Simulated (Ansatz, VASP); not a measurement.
# One calculation of Ge2Sb, two programs

```xyz
3
Lattice="3.0808 0.0000 0.0000 -1.5404 2.6681 0.0000 0.0000 0.0000 8.4640" Properties=species:S:1:pos:R:3 pbc="T T T"
Ge    0.0000    0.0000    5.5704
Ge    0.0000    0.0000    2.8936
Sb    0.0000    0.0000    0.0000
```

Alike in both runs: functional PBE; k mesh 18 × 18 × 6; occupations gaussian, width 0.1 eV; no spin polarisation.

Ansatz relaxed the structure, and its values are those at the end. VASP's run is a single point on that final structure, the one shown.

```csv
,VASP,Ansatz
version,VASP 6.6.1,Ansatz 0.2.0
potentials or method,"VASP PAW PBE potentials, release 64 (Ge_d, Sb)","scalar-relativistic, plane waves, PAW"
plane-wave cutoff (eV),520,420
valence electrons in the cell,33,43
```

|  | VASP | Ansatz | Ansatz less VASP |
| --- | --- | --- | --- |
| gap on the k mesh at the Fermi level (eV) | none | none | - |
| pressure (GPa) | 0.0 | 0.0 | 0.00 |

A gap of «none» marks a metal or a gap that the smearing closes. The two sets of potentials don't hold the same shells in valence.

The runs have no spin-orbit coupling, so splittings on Sb are missing.
